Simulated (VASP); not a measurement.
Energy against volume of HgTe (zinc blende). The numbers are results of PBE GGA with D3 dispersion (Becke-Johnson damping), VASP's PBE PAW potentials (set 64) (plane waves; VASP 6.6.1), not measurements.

| V (Å³/atom) | E (eV/atom) |
|---|---|
| 33.024 | -2.14207 |
| 34.078 | -2.15582 |
| 35.132 | -2.16005 |
| 36.186 | -2.15641 |
| 37.240 | -2.14623 |

Problem. Fit a third-order Birch-Murnaghan equation of state.

Solution. 
The volume per atom is 35.14 Å³/atom and the bulk modulus is 39.8 GPa. The pressure derivative of the bulk modulus is 5.24 and the lattice constant a is 655.1 pm.

Measured: bulk modulus 42.3 GPa (computed value off by -6.0 %), as given by Cormac Toher et al., Physical Review Materials (2017), arXiv:1611.05714; a 6.460 Å (computed value off by +1.4 %), as given by R. J. Cava et al., Journal of Materials Chemistry C (2013), arXiv:1302.1059. The calculation is for a static lattice, while the measured bulk modulus, a hold thermal and zero-point effects, which are part of the difference.

The compound is HgTe in the zinc blende structure. It was relaxed first.
